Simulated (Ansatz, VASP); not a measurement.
# Cross-check of Sb (antimonene bilayer, AA') between VASP and Ansatz, part 2 of 2

Wanted: the spread between two codes on one cell, functional and k mesh. Of the first pair: The structure shown is the start of the Ansatz relaxation below; VASP solves that cell, so the two are compared at the walk's first step.

VASP 6.6.1 and Ansatz 0.2.0.

So far. Step 4 (Comparison): The forces differ by 45 meV/Å r.m.s., which is 10.4 % of the r.m.s. force of 0.436 eV/Å (both taken over all components). With vacuum in the cell, a pressure given here is an average over mostly empty space and none of the material.

## Step 6: Ansatz: relaxation, PBEsol with D3(BJ)

Level of this step: Ansatz beside VASP: Kohn-Sham DFT, plane waves, PBEsol with D3(BJ) (Ansatz).

This run makes the geometry at which the two programs are then compared.

The structure compared here is the end of the Ansatz relaxation.

input.yaml reads:

```yaml
crystal:
  lattice:
    - [4.12, 0.0, 0.0]
    - [-2.06, 3.5680246636, 0.0]
    - [0.0, 0.0, 24.3]
  atoms:
    - { symbol: Sb, position: [0.6666666667, 0.3333333333, 0.3703703704] }
    - { symbol: Sb, position: [0.3333333333, 0.6666666667, 0.4382716049] }
    - { symbol: Sb, position: [0.3333333333, 0.6666666667, 0.5617283951] }
    - { symbol: Sb, position: [0.6666666667, 0.3333333333, 0.6296296296] }
  periodic: [true, true, false]
kpoints:
  mp_grid: { grid: [12, 12, 1] }
hamiltonian:
  xc: pbesol
  dispersion: d3bj
scf:
  occupations: { method: fermi_dirac, width: 0.05 }
  convergence: { dr2_threshold: 1.0e-09 }
relax:
  f_tol: 0.004
  max_steps: 90
  cell: {}
output:
  write_potential: true
  write_density: true
  volumetric_format: npy
```

Launch:

```sh
$ ansatz run input.yaml --threads 4 --pin off --max-ram 6144MiB --backend cpu --events-out ev --progress --plain --runs-dir out
```

Numbers of over 12 decimals in the logs are rounded to 6 here.

Log:

```text
[...]
Crystal: 4 atoms, lattice volume = 535.090 Å³
Basis set: ecut = 420 eV, 10345 PW (Γ), exchange–correlation on 60×60×500 points (8 copies of the dense FFT grid, shifted against one another)
Bands: 36, of which v1, the nominal top of the filled ones, is band 30 counted from 1 (29 counted from 0)
Symmetry: 12 space group operations
[...]
--- Relaxed structure (7 steps of the walk, 7 accepted, 1 SCFs on fresh bases) ---
[...]
cell:  # Å, volume = 503.3412 Å³
    - [3.995906, -6.888624789851754e-18, 0]
    - [-1.997953, 3.460556, 0]
    - [0, 0, 36.400000]
  atoms:
    - { symbol: Sb, position: [0.666667, 0.333333, 0.235555] }
    - { symbol: Sb, position: [0.333333, 0.666667, 0.280925] }
    - { symbol: Sb, position: [0.333333, 0.666667, 0.386657] }
    - { symbol: Sb, position: [0.666667, 0.333333, 0.432028] }
[key lines of the parts left out:]
SCF converged after 5 iterations
Free energy (F): -25632.687520 eV
Fermi energy:    -4.307928 eV
P = ½ c Tr σ = 0.0037 N/m
```

## Step 7: VASP: single point, PBEsol with D3(BJ), relaxed cell, pair 2

The same cell, functional, mesh and smearing now go to VASP, with its own data sets.

INCAR reads:

```
SYSTEM = Sb
PREC = Accurate
ENCUT = 400
EDIFF = 1E-06
NELM = 120
ISMEAR = -1
SIGMA = 0.05
LREAL = .FALSE.
ALGO = Normal
GGA = PS
IVDW = 12
NBANDS = 16
LORBIT = 11
LWAVE = .FALSE.
LCHARG = .FALSE.
ISIF = 2
LDIPOL = .TRUE.
IDIPOL = 3
DIPOL = 0.5 0.5 0.334
LVHAR = .TRUE.
LASPH = .TRUE.
GGA_COMPAT = .FALSE.
EFERMI = MIDGAP
NELMDL = -8
KPAR = 2
```

POSCAR reads:

```
Sb
1.0
    3.9959055679      0.0000000000      0.0000000000
   -1.9979527839      3.4605557329      0.0000000000
    0.0000000000      0.0000000000     36.3999999971
Sb
4
Direct
    0.6666666667      0.3333333333      0.2355546616
    0.3333333334      0.6666666666      0.2809253207
    0.3333333334      0.6666666666      0.3866570968
    0.6666666667      0.3333333333      0.4320277560
```

KPOINTS reads:

```
Automatic mesh
0
Gamma
12 12 1
0 0 0
```

PAW data sets: Sb (PBE family, release 64).

Launch:

```sh
$ mpirun -np 2 vasp_std
```

Log:

```text
[banner, memory and clock lines left out]
running    2 mpi-ranks, on    1 nodes
[...]
[... a notice as in an earlier step ...]

 LDA part: xc-table for (Slater+PW92), standard interpolation
 POSCAR, INCAR and KPOINTS ok, starting setup
[...]
entering main loop
       N       E                     dE             d eps       ncg     rms          rms(c)
DAV:   1     0.112431673972E+03    0.11243E+03   -0.47410E+03   608   0.662E+02
DAV:   2    -0.629672927201E+01   -0.11873E+03   -0.11309E+03   864   0.127E+02
DAV:   3    -0.173104765792E+02   -0.11014E+02   -0.10976E+02   832   0.470E+01
DAV:   4    -0.175794589987E+02   -0.26898E+00   -0.26867E+00   896   0.920E+00
[...]
DAV:  22    -0.174509123191E+02   -0.15938E-05   -0.45755E-08   464   0.427E-04    0.802E-05
DAV:  23    -0.174509133925E+02   -0.10733E-05   -0.27101E-08   480   0.320E-04    0.410E-05
DAV:  24    -0.174509135632E+02   -0.17070E-06   -0.40955E-10   376   0.118E-04
   1 F= -.18544843E+02 E0= -.18544810E+02  d E =-.650883E-04
```

OUTCAR, selected parts (step 7):

```text
 Edisp (eV)   -1.09393

  Total       0.17901     0.17901     0.39410     0.00000     0.00000     0.00000
  in kB       0.56980     0.56980     1.25444     0.00000     0.00000     0.00000
  external pressure =        0.80 kB  Pullay stress =        0.00 kB

 POSITION                                       TOTAL-FORCE (eV/Angst)
 -----------------------------------------------------------------------------------
      1.99795      1.15352      8.57419         0.000000     -0.000000     -0.122409
      0.00000      2.30704     10.22568        -0.000000      0.000000      0.122558
      0.00000      2.30704     14.07432        -0.000000      0.000000     -0.122558
      1.99795      1.15352     15.72581         0.000000     -0.000000      0.122409
 -----------------------------------------------------------------------------------
    total drift:                               -0.000000      0.000000      0.000011

  FREE ENERGIE OF THE ION-ELECTRON SYSTEM (eV)
  ---------------------------------------------------
  free  energy   TOTEN  =       -18.5448429834 eV

  energy  without entropy=      -18.5447778950  energy(sigma->0) =      -18.54481044

[... 1 part as in an earlier step ...]

[... 2 further parts left out ...]
[key lines of the parts left out:]
E-fermi :  -1.6135
```

## Step 8: Side by side

What differs besides the data sets and the points named for the pairs above, as far as they apply: the data sets hold 60 valence electrons in Ansatz (on its default PAW (the set named soft_2) files) and 20 in VASP. Total energies have different zeros and are not compared.

The two programs side by side:

| quantity | Ansatz | VASP | difference |
| --- | --- | --- | --- |
| gap on the k mesh (eV) | 0.657 | 0.668 | -0.011 |

Forces (eV/Å; atoms numbered as in POSCAR):

| atom | Ansatz x, y, z | VASP x, y, z |
| --- | --- | --- |
| Sb1 | 0.000, 0.000, -0.001 | 0.000, 0.000, -0.122 |
| Sb2 | 0.000, 0.000, 0.000 | 0.000, 0.000, 0.123 |
| Sb3 | 0.000, 0.000, 0.000 | 0.000, 0.000, -0.123 |
| Sb4 | 0.000, 0.000, 0.001 | 0.000, 0.000, 0.122 |

The forces differ by 71 meV/Å r.m.s., where the r.m.s. force is 0.000 eV/Å in Ansatz and 0.071 eV/Å in VASP: the atoms lie near their places of rest in Ansatz, so a percentage would say little (all taken over all components). A gap on the mesh is an upper bound, since the band edges may lie between its points. With vacuum in the cell, a pressure given here is an average over mostly empty space and none of the material.

## Step 9: What came out

| Item | Value |
| --- | --- |
| r.m.s. force difference (single point, PBEsol with D3(BJ), start cell, pair 1) | 10 % of the r.m.s. force |
| r.m.s. force difference (single point, PBEsol with D3(BJ), relaxed cell, pair 2) | 71 meV/Å |

The r.m.s. force difference is 71 meV/Å (single point, PBEsol with D3(BJ), relaxed cell, pair 2), beyond the 12 meV/Å picked in this series as the mark of a large difference. The data sets hold unlike numbers of valence electrons (60 in Ansatz and 20 in VASP), so part of the differences comes from the potentials. Single point, PBEsol with D3(BJ), start cell, pair 1, VASP with the data sets Sb_d_GW: r.m.s. force difference goes from 45 to 0.94 meV/Å. What causes the difference of the single point, PBEsol with D3(BJ), relaxed cell, pair 2 pair stays open here. How closely two codes agree says nothing of how well the functional describes the real material.

[Lines on the potential files, build, host, timing and source positions are cut from VASP's logs without a mark.]

[Logs are printed without paths, hosts, clocks, repeated set-up lines and the standing remarks that a program may print on its own settings, such as how far it seeks lower states.]

[Hosts, paths, dates, database ids (printed as entryN), source tags and the programs' standing remarks are cut or masked in the printed files.]
